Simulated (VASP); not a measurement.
# HfIr (space group Pmma): computed properties

Computed with PBEsol GGA, VASP's PBE PAW potentials (set 64) (plane waves; VASP).

For HfIr, the space group comes out as Pmma (51), the cell is a = 4.627 Å, b = 3.029 Å, c = 4.858 Å, α = β = γ = 90.00° and the volume per atom is 17.03 Å³/atom. The band gap (over mesh and band path) is none (metal, semimetal or under 0.01 eV), the band gap with spin-orbit coupling is none (metallic) and the density is 18.08 g/cm³.

```cif
data_Hf2Ir2
_chemical_formula_sum 'Hf2 Ir2'
_space_group_name_H-M_alt 'P 1'
_space_group_IT_number 1
_cell_length_a 4.62727
_cell_length_b 3.02941
_cell_length_c 4.85827
_cell_angle_alpha 90.000
_cell_angle_beta 90.000
_cell_angle_gamma 90.000
loop_
_space_group_symop_operation_xyz
  'x, y, z'
loop_
_atom_site_label
_atom_site_type_symbol
_atom_site_fract_x
_atom_site_fract_y
_atom_site_fract_z
_atom_site_occupancy
Hf1 Hf 0.25000 0.50000 0.27040 1
Hf2 Hf 0.75000 0.50000 0.72960 1
Ir1 Ir 0.75000 0.00000 0.20886 1
Ir2 Ir 0.25000 0.00000 0.79114 1
```

Unless said otherwise, spin-orbit coupling is left out, though it shifts the bands of the heavy elements here.

The structure comes from a computed database's HfIr entry (Pmma); how it stands against other phases isn't given here. It was relaxed first. Symmetry was kept, so distortions that lower it aren't found.
